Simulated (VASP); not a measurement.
Level of theory: r2SCAN meta-GGA, VASP's PBE PAW potentials (set 64) (plane waves; VASP).

A VASP calculation is set up with these files.

File POSCAR:
```
PdAl
1
    0.0000000000     3.0022210000     3.0022210000
    3.0022210000     0.0000000000     3.0022210000
    3.0022210000     3.0022210000     0.0000000000
Pd Al
1 1
Direct
  0.0000000000   0.0000000000   0.0000000000
  0.2500000000   0.2500000000   0.2500000000
```

### KPOINTS
```
Automatic mesh
0
Gamma
10 10 10
0 0 0
```

**INCAR**
```
NSW = 60
NELM = 100   ! most electronic steps
LASPH = .TRUE.
LWAVE = .FALSE.
METAGGA = R2SCAN
LMIXTAU = .TRUE.
EDIFFG = -0.01   ! ionic stop
ALGO = Normal
LCHARG = .FALSE.
EDIFF = 1E-6   ! SCF stop (eV)
PREC = Accurate
ENCUT = 400
SIGMA = 0.1   ! width (eV)
LREAL = .FALSE.   ! projection in real space or not
IBRION = 2   ! conjugate gradients
SYSTEM = PdAl
ISMEAR = 1   ! Methfessel-Paxton
LMAXMIX = 4   ! l cut-off of mixed one-centre charges
ISIF = 3
```

POTCAR, in this order: Pd Al (PBE.64 set). Program: vasp_std.

The run wrote:

### OUTCAR
```
 ion  position               nearest neighbor table
   1  0.000  0.000  0.000-   2 2.60   2 2.60   2 2.60   2 2.60
   2  0.250  0.250  0.250-   1 2.60   1 2.60   1 2.60   1 2.60
  LATTYP: Found a face centered cubic cell.
 ALAT       =     6.0044420000
 Subroutine PRICEL returns:
 Original cell was already a primitive cell.
 Subroutine GETGRP returns: Found 24 space group operations
The static configuration has the point symmetry T_d .
The dynamic configuration has the point symmetry T_d .
 Subroutine INISYM returns: Found 24 space group operations
 Subroutine IBZKPT returns following result:
 Found     47 irreducible k-points:

 Following reciprocal coordinates:
            Coordinates               Weight
  0.000000  0.000000  0.000000      1.000000
  0.100000  0.000000  0.000000      8.000000
  0.200000  0.000000  0.000000      8.000000
  0.300000  0.000000  0.000000      8.000000
  0.400000  0.000000  0.000000      8.000000
  0.500000  0.000000  0.000000      4.000000
  0.100000  0.100000  0.000000      6.000000
  0.200000  0.100000  0.000000     24.000000
  0.300000  0.100000  0.000000     24.000000
...
```

File OSZICAR:
```
       N       E                     dE             d eps       ncg     rms          rms(c)
DAV:   1     0.157349203059E+02    0.15735E+02   -0.45242E+03   948   0.840E+02
DAV:   2    -0.316304807048E+02   -0.47365E+02   -0.43717E+02  1106   0.164E+02
DAV:   3    -0.330551230814E+02   -0.14246E+01   -0.14133E+01  1086   0.306E+01
DAV:   4    -0.330714743467E+02   -0.16351E-01   -0.16347E-01  1102   0.359E+00
DAV:   5    -0.330719293713E+02   -0.45502E-03   -0.45502E-03  1082   0.626E-01    0.449E+00
DAV:   6    -0.293224888283E+02    0.37494E+01   -0.29880E+00   972   0.196E+01    0.252E+00
DAV:   7    -0.293274070516E+02   -0.49182E-02   -0.51580E-01  1024   0.679E+00    0.125E+00
DAV:   8    -0.293481718366E+02   -0.20765E-01   -0.22396E-01   952   0.385E+00    0.894E-01
DAV:   9    -0.293385397950E+02    0.96320E-02   -0.78081E-02   962   0.296E+00    0.117E-01
DAV:  10    -0.293506010727E+02   -0.12061E-01   -0.34049E-02   982   0.167E+00    0.126E-01
DAV:  11    -0.293562380122E+02   -0.56369E-02   -0.27702E-03   988   0.513E-01    0.814E-02
DAV:  12    -0.293568550225E+02   -0.61701E-03   -0.57994E-04  1042   0.209E-01    0.192E-02
DAV:  13    -0.293569647793E+02   -0.10976E-03   -0.58214E-04   974   0.269E-01    0.182E-02
DAV:  14    -0.293570809087E+02   -0.11613E-03   -0.74652E-05   968   0.115E-01    0.960E-03
DAV:  15    -0.293570663050E+02    0.14604E-04   -0.21889E-05   962   0.743E-02    0.718E-03
DAV:  16    -0.293571134291E+02   -0.47124E-04   -0.32000E-05   952   0.728E-02    0.209E-03
DAV:  17    -0.293571146813E+02   -0.12522E-05   -0.71873E-07   746   0.117E-02    0.463E-04
DAV:  18    -0.293571146198E+02    0.61508E-07   -0.20576E-07   494   0.493E-03
   1 F= -.29357115E+02 E0= -.29356861E+02  d E =-.293571E+02
       N       E                     dE             d eps       ncg     rms          rms(c)
DAV:   1    -0.442598165149E+02   -0.14903E+02   -0.21634E+02  1000   0.162E+02    0.345E+01
DAV:   2    -0.330982179148E+02    0.11162E+02   -0.19097E+02   960   0.118E+02    0.120E+01
DAV:   3    -0.299339743028E+02    0.31642E+01   -0.14475E+01   966   0.455E+01    0.898E+00
DAV:   4    -0.298442342995E+02    0.89740E-01   -0.39268E-01  1024   0.533E+00    0.691E+00
DAV:   5    -0.296363024036E+02    0.20793E+00   -0.18483E-01   952   0.369E+00    0.132E+00
DAV:   6    -0.297057034182E+02   -0.69401E-01   -0.40015E-01  1014   0.509E+00    0.264E-01
DAV:   7    -0.297798225449E+02   -0.74119E-01   -0.42534E-02   944   0.159E+00    0.153E-01
DAV:   8    -0.297823057366E+02   -0.24832E-02   -0.13443E-03  1144   0.332E-01    0.136E-01
DAV:   9    -0.297832119922E+02   -0.90626E-03   -0.39593E-04   948   0.263E-01    0.823E-02
DAV:  10    -0.297852190371E+02   -0.20070E-02   -0.12335E-03   966   0.305E-01    0.395E-02
DAV:  11    -0.297857107991E+02   -0.49176E-03   -0.29060E-04  1030   0.191E-01    0.243E-02
DAV:  12    -0.297857085224E+02    0.22767E-05   -0.55194E-06  1052   0.186E-02    0.306E-02
DAV:  13    -0.297857162329E+02   -0.77105E-05   -0.69060E-06  1010   0.232E-02    0.169E-02
DAV:  14    -0.297857147433E+02    0.14896E-05   -0.27901E-06   938   0.186E-02    0.335E-03
DAV:  15    -0.297857138921E+02    0.85112E-06   -0.11091E-07   482   0.517E-03
   2 F= -.29785714E+02 E0= -.29785673E+02  d E =-.428599E+00
       N       E                     dE             d eps       ncg     rms          rms(c)
DAV:   1    -0.299849375776E+02   -0.19922E+00   -0.31976E+00   976   0.213E+01    0.292E+00
DAV:   2    -0.298080484002E+02    0.17689E+00   -0.17050E+00   984   0.135E+01    0.104E+00
DAV:   3    -0.297973615866E+02    0.10687E-01   -0.10211E-01   952   0.335E+00    0.321E-01
DAV:   4    -0.297937848297E+02    0.35768E-02   -0.97552E-03  1000   0.740E-01    0.109E-01
DAV:   5    -0.297904522143E+02    0.33326E-02   -0.12878E-02   972   0.984E-01    0.616E-02
DAV:   6    -0.297968666965E+02   -0.64145E-02   -0.31997E-03   960   0.450E-01    0.436E-02
DAV:   7    -0.297971306041E+02   -0.26391E-03   -0.38572E-04  1032   0.166E-01    0.995E-03
DAV:   8    -0.297971510337E+02   -0.20430E-04   -0.26824E-05   982   0.587E-02    0.315E-03
DAV:   9    -0.297971558287E+02   -0.47949E-05   -0.71243E-06   964   0.330E-02    0.198E-03
DAV:  10    -0.297971591238E+02   -0.32952E-05   -0.14130E-06   978   0.136E-02    0.300E-03
DAV:  11    -0.297971557413E+02    0.33826E-05   -0.84163E-07   696   0.128E-02    0.816E-04
DAV:  12    -0.297971574294E+02   -0.16881E-05   -0.42406E-08   478   0.305E-03    0.468E-04
DAV:  13    -0.297971576351E+02   -0.20567E-06   -0.11344E-08   480   0.123E-03
   3 F= -.29797158E+02 E0= -.29797140E+02  d E =-.440043E+00
```

File OUTCAR:
```
------------------------ aborting loop because EDIFF is reached ----------------------------------------
  FORCE on cell =-STRESS in cart. coord.  units (eV):
  Direction    XX          YY          ZZ          XY          YZ          ZX
  --------------------------------------------------------------------------------------
  Total        0.0142649      0.0142649      0.0142649      0.0000000     -0.0000000     -0.0000000
  in kB        0.5315691      0.5315691      0.5315691      0.0000000     -0.0000000     -0.0000000
  external PRESSURE =       0.5315691 kB  Pullay stress =       0.0000000 kB
  volume of cell :       43.00
      direct lattice vectors                 reciprocal lattice vectors
    -0.000000000  2.780546450  2.780546450    -0.179820769  0.179820769  0.179820769
     2.780546450  0.000000000  2.780546450     0.179820769 -0.179820769  0.179820769
     2.780546450  2.780546450  0.000000000     0.179820769  0.179820769 -0.179820769
 POSITION                                       TOTAL-FORCE (eV/Angst)
 -----------------------------------------------------------------------------------
      0.00000      0.00000      0.00000        -0.000000     -0.000000     -0.000000
      1.39027      1.39027      1.39027         0.000000      0.000000      0.000000
 -----------------------------------------------------------------------------------
    total drift:                               -0.000009     -0.000009     -0.000009
  FREE ENERGIE OF THE ION-ELECTRON SYSTEM (eV)
  ---------------------------------------------------
  free  energy   TOTEN  =       -29.7971576351 eV

  energy  without entropy=      -29.7971044597  energy(sigma->0) =      -29.79713991

 reached required accuracy - stopping structural energy minimisation
```
(Selected blocks of OUTCAR.)

**CONTCAR**
```
PdAl
   1.00000000000000
    -0.0000000000000000    2.7805464496102732    2.7805464496102732
     2.7805464496102732    0.0000000000000000    2.7805464496102732
     2.7805464496102732    2.7805464496102732    0.0000000000000000
  Pd              Al
     1     1
Direct
     0.0000000000000000    0.0000000000000000    0.0000000000000000
     0.2500000000000000    0.2500000000000000    0.2500000000000000
```

Energy and stress use the plane-wave basis of the starting cell.

The structure was generated: PdAl was put into the zinc blende type (F-43m), which need not be its known phase. This run relaxes it. Symmetry was kept, so distortions that lower it aren't found. The electron count is odd and the run is not spin-polarised, which forces a metal.
